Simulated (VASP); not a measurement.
Calculation: PBE GGA, VASP's PBE PAW potentials (set 64) (plane waves; VASP 6.6.1).

Input for VASP

**INCAR**
```
ALGO = Fast
EDIFF = 1E-5
EDIFFG = -0.03
ENCUT = 400
GGA = PE
IBRION = 2
ISIF = 2
ISMEAR = 0
ISPIN = 2
ISYM = 0
LASPH = .TRUE.
LCHARG = .FALSE.
LMAXMIX = 4
LORBIT = 10
LREAL = Auto
LWAVE = .TRUE.
MAGMOM = 64*0.0156
NELECT = 253.0
NELM = 100
NELMIN = 4
NSW = 60
NUPDOWN = 1
PREC = Normal
SIGMA = 0.05
SYSTEM = Al33As31
```

KPOINTS:
```
Automatic mesh
0
Gamma
1 1 1
0 0 0
```

POSCAR:
```
Al33As31
1
   11.4648462108     0.0000000000     0.0000000000
    0.0000000000    11.4648462108    -0.0000000000
   -0.0000000000    -0.0000000000    11.4648462108
Al As
33 31
Direct
  0.5000000000   0.0000000000   0.0000000000
  0.7500000000   0.2500000000   0.0000000000
  0.7500000000   0.0000000000   0.2500000000
  0.0000000000   0.0000000000   0.0000000000
  0.2500000000   0.2500000000   0.0000000000
  0.5000000000   0.5000000000   0.0000000000
  0.7500000000   0.7500000000   0.0000000000
  0.2500000000   0.0000000000   0.2500000000
  0.4978540000   0.2461960000   0.2537740000
  0.6254120000   0.3791280000   0.3785100000
  0.7490380000   0.4989290000   0.2513390000
  0.5000000000   0.0000000000   0.5000000000
  0.7523820000   0.2483390000   0.5042240000
  0.7500000000   0.0000000000   0.7500000000
  0.0000000000   0.5000000000   0.0000000000
  0.2500000000   0.7500000000   0.0000000000
  0.0000000000   0.2500000000   0.2500000000
  0.2500000000   0.5000000000   0.2500000000
  0.5000000000   0.7500000000   0.2500000000
  0.0000000000   0.0000000000   0.5000000000
  0.2500000000   0.2500000000   0.5000000000
  0.4995310000   0.4975660000   0.5034070000
  0.7500000000   0.7500000000   0.5000000000
  0.2500000000   0.0000000000   0.7500000000
  0.5000000000   0.2500000000   0.7500000000
  0.7500000000   0.5000000000   0.7500000000
  0.0000000000   0.7500000000   0.2500000000
  0.0000000000   0.5000000000   0.5000000000
  0.2500000000   0.7500000000   0.5000000000
  0.0000000000   0.2500000000   0.7500000000
  0.2500000000   0.5000000000   0.7500000000
  0.5000000000   0.7500000000   0.7500000000
  0.0000000000   0.7500000000   0.7500000000
  0.6250000000   0.1250000000   0.1250000000
  0.8750000000   0.3750000000   0.1250000000
  0.8750000000   0.1250000000   0.3750000000
  0.1250000000   0.1250000000   0.1250000000
  0.3750000000   0.3750000000   0.1250000000
  0.6250000000   0.6250000000   0.1250000000
  0.8750000000   0.8750000000   0.1250000000
  0.3750000000   0.1250000000   0.3750000000
  0.8750000000   0.6250000000   0.3750000000
  0.6250000000   0.1250000000   0.6250000000
  0.8750000000   0.3750000000   0.6250000000
  0.8750000000   0.1250000000   0.8750000000
  0.1250000000   0.6250000000   0.1250000000
  0.3750000000   0.8750000000   0.1250000000
  0.1250000000   0.3750000000   0.3750000000
  0.3750000000   0.6250000000   0.3750000000
  0.6250000000   0.8750000000   0.3750000000
  0.1250000000   0.1250000000   0.6250000000
  0.3750000000   0.3750000000   0.6250000000
  0.6250000000   0.6250000000   0.6250000000
  0.8750000000   0.8750000000   0.6250000000
  0.3750000000   0.1250000000   0.8750000000
  0.6250000000   0.3750000000   0.8750000000
  0.8750000000   0.6250000000   0.8750000000
  0.1250000000   0.8750000000   0.3750000000
  0.1250000000   0.6250000000   0.6250000000
  0.3750000000   0.8750000000   0.6250000000
  0.1250000000   0.3750000000   0.8750000000
  0.3750000000   0.6250000000   0.8750000000
  0.6250000000   0.8750000000   0.8750000000
  0.1250000000   0.8750000000   0.8750000000
```

POTCAR, in this order: Al As (PBE.64 set). Program: vasp_gam.

Output of the run:

OUTCAR:
```
 ion  position               nearest neighbor table
   1  0.500  0.000  0.000-  34 2.48  47 2.48  55 2.48  63 2.48
   2  0.750  0.250  0.000-  34 2.48  35 2.48  45 2.48  56 2.48
   3  0.750  0.000  0.250-  34 2.48  36 2.48  40 2.48  50 2.48
   4  0.000  0.000  0.000-  37 2.48  40 2.48  45 2.48  64 2.48
   5  0.250  0.250  0.000-  37 2.48  38 2.48  55 2.48  61 2.48
   6  0.500  0.500  0.000-  38 2.48  39 2.48  56 2.48  62 2.48
   7  0.750  0.750  0.000-  39 2.48  40 2.48  57 2.48  63 2.48
   8  0.250  0.000  0.250-  37 2.48  41 2.48  47 2.48  58 2.48
   9  0.498  0.246  0.254-  41 2.42  34 2.50  38 2.52  10 2.55
  10  0.625  0.379  0.379-  22 2.44  11 2.45  13 2.54   9 2.55
  11  0.749  0.499  0.251-  10 2.45  42 2.49  35 2.49  39 2.49
  12  0.500  0.000  0.500-  41 2.48  43 2.48  50 2.48  60 2.48
  13  0.752  0.248  0.504-  44 2.45  43 2.46  36 2.48  10 2.54
  14  0.750  0.000  0.750-  43 2.48  45 2.48  54 2.48  63 2.48
  15  0.000  0.500  0.000-  35 2.48  46 2.48  57 2.48  61 2.48
  16  0.250  0.750  0.000-  46 2.48  47 2.48  62 2.48  64 2.48
  17  0.000  0.250  0.250-  35 2.48  36 2.48  37 2.48  48 2.48
  18  0.250  0.500  0.250-  38 2.48  46 2.48  48 2.48  49 2.48
  19  0.500  0.750  0.250-  39 2.48  47 2.48  49 2.48  50 2.48
  20  0.000  0.000  0.500-  36 2.48  51 2.48  54 2.48  58 2.48
  21  0.250  0.250  0.500-  41 2.48  48 2.48  51 2.48  52 2.48
  22  0.500  0.498  0.503-  52 2.44  10 2.44  53 2.48  49 2.52
  23  0.750  0.750  0.500-  42 2.48  50 2.48  53 2.48  54 2.48
  24  0.250  0.000  0.750-  51 2.48  55 2.48  60 2.48  64 2.48
  25  0.500  0.250  0.750-  43 2.48  52 2.48  55 2.48  56 2.48
  26  0.750  0.500  0.750-  44 2.48  53 2.48  56 2.48  57 2.48
  27  0.000  0.750  0.250-  40 2.48  42 2.48  46 2.48  58 2.48
  28  0.000  0.500  0.500-  42 2.48  44 2.48  48 2.48  59 2.48
  29  0.250  0.750  0.500-  49 2.48  58 2.48  59 2.48  60 2.48
  30  0.000  0.250  0.750-  44 2.48  45 2.48  51 2.48  61 2.48
  31  0.250  0.500  0.750-  52 2.48  59 2.48  61 2.48  62 2.48
  32  0.500  0.750  0.750-  53 2.48  60 2.48  62 2.48  63 2.48
  33  0.000  0.750  0.750-  54 2.48  57 2.48  59 2.48  64 2.48
  34  0.625  0.125  0.125-   1 2.48   2 2.48   3 2.48   9 2.50
  35  0.875  0.375  0.125-   2 2.48  15 2.48  17 2.48  11 2.49
  36  0.875  0.125  0.375-   3 2.48  17 2.48  20 2.48  13 2.48
  37  0.125  0.125  0.125-   4 2.48   5 2.48   8 2.48  17 2.48
  38  0.375  0.375  0.125-   5 2.48   6 2.48  18 2.48   9 2.52
  39  0.625  0.625  0.125-   6 2.48   7 2.48  19 2.48  11 2.49
...
```

File OSZICAR:
```
       N       E                     dE             d eps       ncg     rms          rms(c)
DAV:   1     0.129645649968E+04    0.12965E+04   -0.90116E+04   636   0.110E+03
DAV:   2    -0.139589940107E+03   -0.14360E+04   -0.13661E+04   842   0.196E+02
DAV:   3    -0.297461546781E+03   -0.15787E+03   -0.15539E+03   744   0.655E+01
DAV:   4    -0.302360537575E+03   -0.48990E+01   -0.48832E+01   744   0.130E+01
DAV:   5    -0.302466925682E+03   -0.10639E+00   -0.10622E+00   792   0.212E+00    0.177E+01
RMM:   6    -0.296670335438E+03    0.57966E+01   -0.10053E+01   636   0.433E+00    0.104E+01
RMM:   7    -0.295900020070E+03    0.77032E+00   -0.10535E+01   636   0.446E+00    0.407E+00
RMM:   8    -0.295847952207E+03    0.52068E-01   -0.87960E-01   636   0.180E+00    0.230E+00
RMM:   9    -0.295878148081E+03   -0.30196E-01   -0.50886E-01   639   0.119E+00    0.945E-01
RMM:  10    -0.295871843769E+03    0.63043E-02   -0.63797E-02   636   0.436E-01    0.557E-01
RMM:  11    -0.295871082456E+03    0.76131E-03   -0.56747E-02   646   0.283E-01    0.279E-01
RMM:  12    -0.295872967567E+03   -0.18851E-02   -0.10610E-02   638   0.155E-01    0.179E-01
RMM:  13    -0.295874224126E+03   -0.12566E-02   -0.39973E-03   644   0.954E-02    0.992E-02
RMM:  14    -0.295875051555E+03   -0.82743E-03   -0.31783E-03   650   0.732E-02    0.446E-02
RMM:  15    -0.295875279155E+03   -0.22760E-03   -0.10511E-03   658   0.423E-02    0.301E-02
RMM:  16    -0.295875388991E+03   -0.10984E-03   -0.49561E-04   640   0.280E-02    0.181E-02
RMM:  17    -0.295875441881E+03   -0.52891E-04   -0.26019E-04   593   0.191E-02    0.128E-02
RMM:  18    -0.295875463828E+03   -0.21946E-04   -0.14444E-04   537   0.137E-02    0.666E-03
RMM:  19    -0.295875469880E+03   -0.60516E-05   -0.45009E-05   445   0.798E-03
   1 F= -.29587547E+03 E0= -.29587364E+03  d E =-.295875E+03  mag=     1.0000
       N       E                     dE             d eps       ncg     rms          rms(c)
DAV:   1    -0.296060824312E+03   -0.18536E+00   -0.19391E+00   696   0.259E+00    0.551E-01
RMM:   2    -0.296065524441E+03   -0.47001E-02   -0.10395E-01   636   0.573E-01    0.224E-01
RMM:   3    -0.296066173102E+03   -0.64866E-03   -0.19927E-02   637   0.261E-01    0.138E-01
RMM:   4    -0.296066558757E+03   -0.38565E-03   -0.41951E-03   663   0.122E-01    0.113E-01
RMM:   5    -0.296066693056E+03   -0.13430E-03   -0.10442E-03   643   0.648E-02    0.631E-02
RMM:   6    -0.296066758448E+03   -0.65391E-04   -0.40498E-04   640   0.395E-02    0.258E-02
RMM:   7    -0.296066770112E+03   -0.11664E-04   -0.16605E-04   590   0.220E-02    0.185E-02
RMM:   8    -0.296066775948E+03   -0.58361E-05   -0.40725E-05   443   0.122E-02
   2 F= -.29606678E+03 E0= -.29606674E+03  d E =-.191306E+00  mag=     1.0000
       N       E                     dE             d eps       ncg     rms          rms(c)
DAV:   1    -0.296131066083E+03   -0.64296E-01   -0.20713E+00   664   0.271E+00    0.524E-01
RMM:   2    -0.296137481236E+03   -0.64152E-02   -0.10547E-01   636   0.593E-01    0.212E-01
RMM:   3    -0.296138464887E+03   -0.98365E-03   -0.19562E-02   638   0.268E-01    0.148E-01
RMM:   4    -0.296138749579E+03   -0.28469E-03   -0.33907E-03   649   0.123E-01    0.107E-01
RMM:   5    -0.296138866457E+03   -0.11688E-03   -0.98878E-04   642   0.677E-02    0.535E-02
RMM:   6    -0.296138925230E+03   -0.58774E-04   -0.35999E-04   645   0.397E-02    0.219E-02
RMM:   7    -0.296138934498E+03   -0.92677E-05   -0.11992E-04   583   0.211E-02    0.164E-02
RMM:   8    -0.296138939040E+03   -0.45419E-05   -0.34858E-05   441   0.109E-02
   3 F= -.29613894E+03 E0= -.29613894E+03  d E =-.263469E+00  mag=     1.0000
       N       E                     dE             d eps       ncg     rms          rms(c)
DAV:   1    -0.296175684071E+03   -0.36750E-01   -0.11620E+00   696   0.202E+00    0.352E-01
RMM:   2    -0.296180833871E+03   -0.51498E-02   -0.68776E-02   636   0.475E-01    0.127E-01
RMM:   3    -0.296181555596E+03   -0.72173E-03   -0.10552E-02   636   0.202E-01    0.870E-02
RMM:   4    -0.296181682820E+03   -0.12722E-03   -0.18434E-03   647   0.869E-02    0.641E-02
RMM:   5    -0.296181717842E+03   -0.35021E-04   -0.42801E-04   650   0.442E-02    0.354E-02
RMM:   6    -0.296181732388E+03   -0.14546E-04   -0.10617E-04   623   0.225E-02    0.154E-02
RMM:   7    -0.296181734711E+03   -0.23235E-05   -0.35169E-05   449   0.126E-02
   4 F= -.29618173E+03 E0= -.29618173E+03  d E =-.427957E-01  mag=     1.0000
       N       E                     dE             d eps       ncg     rms          rms(c)
DAV:   1    -0.296188291849E+03   -0.65595E-02   -0.71243E-01   696   0.158E+00    0.273E-01
RMM:   2    -0.296191548393E+03   -0.32565E-02   -0.42335E-02   636   0.372E-01    0.995E-02
RMM:   3    -0.296192000914E+03   -0.45252E-03   -0.64720E-03   636   0.158E-01    0.687E-02
RMM:   4    -0.296192077819E+03   -0.76905E-04   -0.11498E-03   645   0.684E-02    0.506E-02
RMM:   5    -0.296192100223E+03   -0.22404E-04   -0.26703E-04   655   0.349E-02    0.276E-02
RMM:   6    -0.296192109618E+03   -0.93944E-05   -0.66168E-05   564   0.178E-02
   5 F= -.29619211E+03 E0= -.29619211E+03  d E =-.531706E-01  mag=     1.0000
       N       E                     dE             d eps       ncg     rms          rms(c)
DAV:   1    -0.296198956681E+03   -0.68565E-02   -0.24340E-01   696   0.983E-01    0.168E-01
RMM:   2    -0.296200147818E+03   -0.11911E-02   -0.15265E-02   636   0.232E-01    0.656E-02
RMM:   3    -0.296200360465E+03   -0.21265E-03   -0.25761E-03   646   0.103E-01    0.482E-02
RMM:   4    -0.296200384058E+03   -0.23594E-04   -0.43231E-04   654   0.446E-02    0.325E-02
RMM:   5    -0.296200392333E+03   -0.82746E-05   -0.10735E-04   632   0.239E-02    0.150E-02
RMM:   6    -0.296200396810E+03   -0.44765E-05   -0.28313E-05   431   0.125E-02
   6 F= -.29620040E+03 E0= -.29620040E+03  d E =-.828719E-02  mag=     1.0000
       N       E                     dE             d eps       ncg     rms          rms(c)
DAV:   1    -0.296201143790E+03   -0.75146E-03   -0.60142E-02   712   0.488E-01    0.843E-02
RMM:   2    -0.296201450072E+03   -0.30628E-03   -0.38625E-03   636   0.117E-01    0.331E-02
RMM:   3    -0.296201506379E+03   -0.56307E-04   -0.65180E-04   646   0.518E-02    0.248E-02
RMM:   4    -0.296201512791E+03   -0.64121E-05   -0.11011E-04   642   0.226E-02    0.165E-02
RMM:   5    -0.296201515204E+03   -0.24130E-05   -0.27145E-05   421   0.121E-02
   7 F= -.29620152E+03 E0= -.29620152E+03  d E =-.940559E-02  mag=     1.0000
       N       E                     dE             d eps       ncg     rms          rms(c)
DAV:   1    -0.296202506148E+03   -0.99336E-03   -0.76711E-02   696   0.534E-01    0.913E-02
RMM:   2    -0.296202901969E+03   -0.39582E-03   -0.50023E-03   636   0.130E-01    0.337E-02
RMM:   3    -0.296202962830E+03   -0.60861E-04   -0.78358E-04   643   0.555E-02    0.242E-02
RMM:   4    -0.296202966461E+03   -0.36310E-05   -0.12777E-04   639   0.239E-02    0.137E-02
RMM:   5    -0.296202969029E+03   -0.25672E-05   -0.32711E-05   449   0.124E-02
   8 F= -.29620297E+03 E0= -.29620297E+03  d E =-.145382E-02  mag=     1.0000
```

**OUTCAR**
```
------------------------ aborting loop because EDIFF is reached ----------------------------------------
  FORCE on cell =-STRESS in cart. coord.  units (eV):
  Direction    XX          YY          ZZ          XY          YZ          ZX
  --------------------------------------------------------------------------------------
  Total       -1.7813676     -1.9297225     -1.8371467     -0.1223394      0.1160468      0.0023246
  in kB       -1.8939104     -2.0516380     -1.9532135     -0.1300685      0.1233783      0.0024715
  external PRESSURE =      -1.9662540 kB  Pullay stress =       0.0000000 kB
  volume of cell :     1506.97
      direct lattice vectors                 reciprocal lattice vectors
    11.464846211  0.000000000  0.000000000     0.087223150  0.000000000  0.000000000
     0.000000000 11.464846211  0.000000000     0.000000000  0.087223150  0.000000000
     0.000000000  0.000000000 11.464846211     0.000000000  0.000000000  0.087223150
  FREE ENERGIE OF THE ION-ELECTRON SYSTEM (eV)
  ---------------------------------------------------
  free  energy   TOTEN  =      -296.2029690287 eV

  energy  without entropy=     -296.2029689314  energy(sigma->0) =     -296.20296898

 total charge

# of ion       s       p       d       tot
------------------------------------------
    1        0.396   0.359   0.000   0.755
    2        0.393   0.360   0.000   0.753
    3        0.393   0.360   0.000   0.753
    4        0.394   0.359   0.000   0.752
    5        0.396   0.359   0.000   0.755
    6        0.393   0.360   0.000   0.753
    7        0.396   0.359   0.000   0.755
    8        0.396   0.359   0.000   0.755
    9        0.412   0.361   0.000   0.773
   10        0.468   0.348   0.000   0.815
   11        0.412   0.361   0.000   0.774
   12        0.393   0.360   0.000   0.753
   13        0.412   0.361   0.000   0.773
   14        0.396   0.359   0.000   0.755
   15        0.396   0.359   0.000   0.755
   16        0.394   0.359   0.000   0.753
   17        0.393   0.360   0.000   0.753
   18        0.393   0.360   0.000   0.753
   19        0.393   0.360   0.000   0.753
   20        0.396   0.359   0.000   0.755
   21        0.393   0.360   0.000   0.754
   22        0.412   0.361   0.000   0.773
   23        0.393   0.360   0.000   0.753
   24        0.394   0.359   0.000   0.752
   25        0.393   0.360   0.000   0.753
   26        0.393   0.360   0.000   0.753
   27        0.396   0.359   0.000   0.755
   28        0.393   0.360   0.000   0.754
   29        0.396   0.359   0.000   0.755
   30        0.396   0.359   0.000   0.755
   31        0.396   0.360   0.000   0.755
   32        0.396   0.359   0.000   0.755
   33        0.394   0.359   0.000   0.752
   34        1.188   1.666   0.022   2.876
   35        1.188   1.666   0.022   2.876
   36        1.188   1.666   0.022   2.876
   37        1.184   1.676   0.022   2.882
   38        1.188   1.666   0.022   2.876
   39        1.188   1.665   0.022   2.875
   40        1.184   1.676   0.022   2.882
   41        1.188   1.666   0.022   2.876
   42        1.188   1.665   0.022   2.876
   43        1.188   1.665   0.022   2.875
   44        1.188   1.666   0.023   2.876
   45        1.184   1.676   0.022   2.882
   46        1.184   1.676   0.022   2.882
   47        1.184   1.676   0.022   2.882
   48        1.183   1.682   0.022   2.887
   49        1.188   1.666   0.022   2.876
   50        1.183   1.682   0.022   2.887
   51        1.184   1.676   0.022   2.882
   52        1.188   1.666   0.022   2.876
   53        1.188   1.665   0.022   2.876
   54        1.184   1.677   0.022   2.883
   55        1.184   1.676   0.022   2.882
   56        1.183   1.682   0.022   2.887
   57        1.184   1.676   0.022   2.882
   58        1.189   1.668   0.022   2.879
   59        1.184   1.677   0.022   2.883
   60        1.184   1.676   0.022   2.882
   61        1.189   1.668   0.022   2.879
   62        1.184   1.676   0.022   2.882
   63        1.189   1.667   0.022   2.878
   64        1.184   1.674   0.022   2.879
--------------------------------------------------
tot         49.920  63.683   0.687 114.291

 magnetization (x)

# of ion       s       p       d       tot
------------------------------------------
    1        0.000   0.004   0.000   0.004
    2       -0.000  -0.000   0.000  -0.000
    3       -0.000  -0.001   0.000  -0.001
    4       -0.000   0.000   0.000   0.000
    5        0.000   0.004   0.000   0.004
    6       -0.000  -0.000   0.000  -0.000
    7       -0.001  -0.004   0.000  -0.004
    8        0.000   0.001   0.000   0.001
    9        0.009   0.038   0.000   0.047
   10        0.001   0.073   0.000   0.073
   11       -0.012  -0.050   0.000  -0.063
   12        0.000   0.000   0.000   0.000
   13        0.008   0.038   0.000   0.047
   14        0.000   0.001   0.000   0.001
   15       -0.001  -0.004   0.000  -0.004
   16       -0.000   0.000   0.000   0.000
   17       -0.000  -0.000   0.000  -0.000
...
```
(Selected blocks of OUTCAR.)

### CONTCAR
```
Al33As31
   1.00000000000000
    11.4648462107999993    0.0000000000000000    0.0000000000000000
     0.0000000000000000   11.4648462107999993    0.0000000000000000
     0.0000000000000000    0.0000000000000000   11.4648462107999993
  Al              As
    33    31
Direct
     0.4989915006201727    0.9992611347464478    0.9995247944043665
     0.7496120320344587    0.2500095446429242    0.9990558188234724
     0.7497762115002253    0.9989514472563854    0.2501409979463919
     0.0000768963155653    0.9999103857841533    0.9999276555703442
     0.2494309826975857    0.2490146737564886    0.9995356802802480
     0.5000309314306650    0.4995647710939767    0.9991664087985705
     0.7510429364885128    0.7507984777816014    0.9993040940088028
     0.2490359953717494    0.9989663041618554    0.2488752018501411
     0.4926066139790575    0.2424568070662102    0.2439397116937599
     0.6249692971199875    0.3752318374605342    0.3769279207288829
     0.7580587091836841    0.5075476794381829    0.2421955351004342
     0.5001657858117207    0.9986633813246876    0.5000915754038227
     0.7583509283942245    0.2422022678398851    0.5083441024040933
     0.7511248010500695    0.9990353714140470    0.7509761814062419
     0.0008946474969414    0.5010953409332067    0.9992447089534061
     0.2499406946707362    0.7500740760361176    0.9999513657504401
     0.0011949235075883    0.2500432126905763    0.2502890430770733
     0.2490764415034833    0.4997360599447349    0.2501464533771330
     0.5001290451128939    0.7509100185462588    0.2504180503389324
     0.0007883736842359    0.9990221377400870    0.5010682681586610
     0.2484995030309561    0.2499827453072954    0.4999788980737072
     0.4916734318265911    0.5072713431495917    0.5087149593735747
     0.7497433426299476    0.7510795334203059    0.4998783988198405
     0.2499489482845948    0.9998951551316986    0.7501204223494709
     0.5002073140117846    0.2499113158003933    0.7514568652314521
     0.7498209873759873    0.4999339109431261    0.7513241943816342
     0.0008704101524494    0.7508218109813933    0.2489138842610308
     0.0012481341442437    0.4999070625618027    0.4998841207352364
     0.2492187730118864    0.7507594873145257    0.5010364264765966
     0.0009238627456557    0.2489322210229831    0.7511991893928571
     0.2488360702365343    0.5012049560154409    0.7512877686420772
     0.4989699979371596    0.7508371611691883    0.7511287355611551
     0.0000809524236972    0.7501202544978434    0.7500650967197924
     0.6259776886293904    0.1236697727116670    0.1239699556952496
     0.8767436704246506    0.3734049047417688    0.1232892458183072
     0.8766984467047565    0.1232434941129365    0.3737744832460213
     0.1249730790508701    0.1248635708733360    0.1249386894184224
     0.3737710955366996    0.3758501399393187    0.1240402918144767
     0.6236635443120494    0.6263472790594673    0.1235982838929854
     0.8750761949251032    0.8750045215206284    0.1249717334146765
     0.3727948113183604    0.1227474924933255    0.3769090272158512
     0.8767256036498784    0.6266866133466257    0.3765161402262940
     0.6235956004785024    0.1231382151347389    0.6269171264658873
     0.8771340666605829    0.3766426882825800    0.6272052991311093
     0.8749717266214064    0.1248721803020870    0.8751655816905950
     0.1250791713796195    0.6250436623522854    0.1249993946382122
     0.3749418537072880    0.8748198847917757    0.1250337788993214
     0.1249965282482380    0.3750600019630305    0.3749511585655425
     0.3734386399154113    0.6263381550598713    0.3740192343213508
     0.6250081269962945    0.8749745852948143    0.3749873242708120
     0.1247987475998749    0.1247548466106125    0.6252619263033075
     0.3724684264646319    0.3731226542681167    0.6276305278123057
     0.6263214361419462    0.6267352327377977    0.6269766915022449
     0.8750104667782925    0.8749051636992952    0.6251169953102338
     0.3748660572573554    0.1247639654046700    0.8752159392327398
     0.6249957831874011    0.3750034107525331    0.8751333290159429
     0.8751184685475931    0.6251562409721905    0.8751293372418953
     0.1249377470476523    0.8748921163244010    0.3750493681689086
     0.1249797143924537    0.6251571470106181    0.6251352543166320
     0.3748713060072461    0.8748709597626976    0.6252582884879773
     0.1250307783706712    0.3749169618468619    0.8753883993379339
     0.3749391087419580    0.6249881745824585    0.8752587138507520
     0.6249572472988194    0.8750474618073437    0.8752585191618211
     0.1249923878199439    0.8749846152661928    0.8750414334385508
```

The cell is charged, with a uniform compensating background. The supercell is sampled at Γ alone, which is coarse: total energies, pressure and levels can be off, energies of defects by several tenths of an eV.

The cell is a supercell with a defect, built from AlAs (zinc blende): Al_As, charge +1.
